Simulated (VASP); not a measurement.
# MoS2: convergence with the SCF threshold and SCF solver, part 3 of 3

How sensitive are energy, pressure and forces of MoS2 to the SCF threshold and SCF solver? The series runs use PBE. The start is a cell from a database of measured crystal structures.

VASP 6.6.1; PBE; plane waves and PAW (Mo_sv, S).

Still holding for the runs below: Spin-orbit coupling is off here; it would split degenerate levels.

So far. Step 13 (SCF solver: ALGO = Damped): Against the first of the series the energy stays within 0.01 meV an atom; the pressure moves by -0.01 GPa, after 23 cycles in 12 s. Step 14 (SCF solver: AMIX = 0.1, BMIX = 0.01): Against the first of the series the energy stays within 0.01 meV an atom; the pressure moves by -0.06 GPa, after 17 cycles in 11 s.

### 15. SCF solver: AMIX = 0.8 (continued)

Parts of OUTCAR (step 15):

```text
  Total        1.3715914      1.3715914      2.1444667      0.0000000      0.0000000      0.0000000
  in kB       41.3195348     41.3195348     64.6025956      0.0000000      0.0000000      0.0000000
  external PRESSURE =      49.0805551 kB  Pullay stress =       0.0000000 kB

 POSITION                                       TOTAL-FORCE (eV/Angst)
 -----------------------------------------------------------------------------------
      0.00000      0.00000      0.00000         0.000000     -0.000000      0.086606
      0.00000      0.00000      4.61250         0.000000     -0.000000     -0.510679
      0.00000      1.82443      1.54365         0.000000      0.000000      0.424073
 -----------------------------------------------------------------------------------
    total drift:                                0.000000      0.000004      0.000229

  FREE ENERGIE OF THE ION-ELECTRON SYSTEM (eV)
  ---------------------------------------------------
  free  energy   TOTEN  =       -21.7860728085 eV

  energy  without entropy=      -21.7860718687  energy(sigma->0) =      -21.78607234

[... 2 parts as in an earlier step ...]

[... 1 further part left out ...]
[key lines of the parts left out:]
E-fermi :   8.1038
```

Against the first of the series the energy stays within 0.01 meV an atom; the pressure moves by -0.03 GPa, after 18 cycles in 12 s.

### 16. SCF solver: IMIX = 1, AMIX = 0.2

The input, INCAR:

```
SYSTEM = MoS2
PREC = Accurate
ENCUT = 400
EDIFF = 1E-06
NELM = 100
ISMEAR = -1
SIGMA = 0.05
LREAL = .FALSE.
ALGO = Normal
GGA = PE
NBANDS = 19
LASPH = .TRUE.
LORBIT = 11
LWAVE = .FALSE.
LCHARG = .FALSE.
KPAR = 4
ISIF = 2
IMIX = 1
AMIX = 0.2
```

The input, POSCAR:

```
MoS2
1.0
    1.5800000000      2.7366402759      0.0000000000
   -1.5800000000      2.7366402759      0.0000000000
    0.0000000000     -1.8244268506      6.1500000000
Mo S
1 2
Direct
    0.0000000000      0.0000000000      0.0000000000
    0.2500000000      0.2500000000      0.7500000000
    0.4170000000      0.4170000000      0.2510000000
```

The input, KPOINTS:

```
Automatic mesh
0
Gamma
8 8 8
0 0 0
```

Potentials, in the order of the species: Mo_sv and S (PBE family, release 64).

Launch:

```sh
mpirun -np 4 vasp_std
```

Output:

```text
[... set-up lines as in an earlier step ...]
 entering main loop
       N       E                     dE             d eps       ncg     rms          rms(c)
[... 5 cycles as in an earlier step ...]
DAV:   6    -0.220849050525E+02    0.11417E+01   -0.24700E+00  2771   0.102E+01    0.156E+01
DAV:   7    -0.219071057300E+02    0.17780E+00   -0.36069E-01  2969   0.380E+00    0.110E+01
DAV:   8    -0.218441486466E+02    0.62957E-01   -0.54829E-02  2859   0.154E+00    0.840E+00
DAV:   9    -0.218150285554E+02    0.29120E-01   -0.24794E-02  2906   0.971E-01    0.647E+00
[...]
DAV:  32    -0.217860681283E+02   -0.13985E-05   -0.21551E-07  1448   0.348E-03    0.212E-02
DAV:  33    -0.217860691988E+02   -0.10705E-05   -0.15368E-07  1421   0.293E-03    0.164E-02
DAV:  34    -0.217860700142E+02   -0.81539E-06   -0.10983E-07  1373   0.245E-03
   1 F= -.21786070E+02 E0= -.21786070E+02  d E =-.941133E-06
```

It took 21 s on 4 MPI ranks of AMD EPYC 9R45, shared host; peak memory 0.6 GiB.

From OUTCAR (step 16):

```text
  Total        1.3799862      1.3799862      2.1633289      0.0000000      0.0000000     -0.0000000
  in kB       41.5724291     41.5724291     65.1708240      0.0000000      0.0000000     -0.0000000
  external PRESSURE =      49.4385607 kB  Pullay stress =       0.0000000 kB

 POSITION                                       TOTAL-FORCE (eV/Angst)
 -----------------------------------------------------------------------------------
      0.00000      0.00000      0.00000         0.000000      0.000000      0.086633
      0.00000      0.00000      4.61250         0.000000     -0.000000     -0.510044
      0.00000      1.82443      1.54365         0.000000      0.000000      0.423411
 -----------------------------------------------------------------------------------
    total drift:                               -0.000000      0.000004      0.000115

  FREE ENERGIE OF THE ION-ELECTRON SYSTEM (eV)
  ---------------------------------------------------
  free  energy   TOTEN  =       -21.7860700142 eV

  energy  without entropy=      -21.7860690731  energy(sigma->0) =      -21.78606954

[... 2 parts as in an earlier step ...]

[... 1 further part left out ...]
[key lines of the parts left out:]
E-fermi :   8.1029
```

Against the first of the series the energy stays within 0.01 meV an atom; the pressure moves by +0.01 GPa, after 34 cycles in 21 s.

### 17. The SCF solver series as a table

This step: convergence of PBE results with the solver; plane waves and PAW (VASP 6.6.1).

Derived from the runs above.

Differences are taken from the run with ALGO = Normal. Results of the series, by row:

| setting | status | energy less the reference (meV/atom) | pressure (GPa) | largest force difference (meV/Å) | gap (eV) | SCF cycles | wall time (s) |
| --- | --- | --- | --- | --- | --- | --- | --- |
| ALGO = Normal | converged | 0 | 4.934 | 0 | 1.04 | 14 | 9 |
| ALGO = Fast | converged | 3.33e-6 | 4.935 | 0.169 | 1.04 | 15 | 10.2 |
| ALGO = VeryFast | converged | 4.33e-5 | 4.944 | 0.471 | 1.04 | 21 | 12.8 |
| ALGO = All | converged | 3.67e-5 | 4.932 | 0.739 | 1.04 | 19 | 12.2 |
| ALGO = Damped | converged | 9.33e-5 | 4.924 | 3.55 | 1.04 | 23 | 11.6 |
| AMIX = 0.1, BMIX = 0.01 | converged | -0.001057 | 4.879 | 0.773 | 1.04 | 17 | 10.8 |
| AMIX = 0.8 | converged | -1.20e-4 | 4.908 | 0.833 | 1.04 | 18 | 11.6 |
| IMIX = 1, AMIX = 0.2 | converged | 8.13e-4 | 4.944 | 0.184 | 1.04 | 34 | 21 |

### 18. What came out

* SCF threshold from which the energy stays within 10 meV/atom of the reference: EDIFF = 0.01
* SCF threshold from which the energy stays within 1 meV/atom of the reference: EDIFF = 0.01
* SCF threshold from which the pressure stays within 0.2 GPa of the reference: EDIFF = 0.001
* spread of the pressure over the SCF threshold: 2.22 GPa
* spread of the energy over the SCF threshold: 0.409 meV/atom
* fewest SCF cycles: ALGO = Normal (14)
* most SCF cycles among converged runs: IMIX = 1, AMIX = 0.2 (34)
* spread of the pressure over the SCF solver: 0.0655 GPa
* spread of the energy over the SCF solver: 0.00187 meV/atom

From EDIFF = 0.01 on, the energy stays within 1 meV an atom of the reference, at 53 % of its time. The pressure holds within 0.2 GPa from EDIFF = 0.001 on. The loosest stop saves 9 of 18 cycles and costs -0.4 meV an atom, +2.12 GPa, 28.7 meV/Å in forces. All SCF solvers that converged agree within 0.05 meV an atom. No setting beats the 9 s of ALGO = Normal by a fifth or more; the slowest converged run is IMIX = 1, AMIX = 0.2, at 21 s. On a shared host such times are rough. Yet the pressure of AMIX = 0.1, BMIX = 0.01 is -0.06 GPa off: EDIFF tests the energy, which is second order in the error of the density, while the stress is first order.

[Lines on the potential files, build, host, timing and source positions are cut from VASP's logs without a mark.]

[Logs are printed without paths, hosts, clocks, repeated set-up lines and the standing remarks that a program may print on its own settings, such as how far it seeks lower states.]

[Hosts, paths, dates, database ids (printed as entryN), source tags and the programs' standing remarks are cut or masked in the printed files.]

[A measured line is paired with the nearest computed mode of its activity, which favours agreement.]
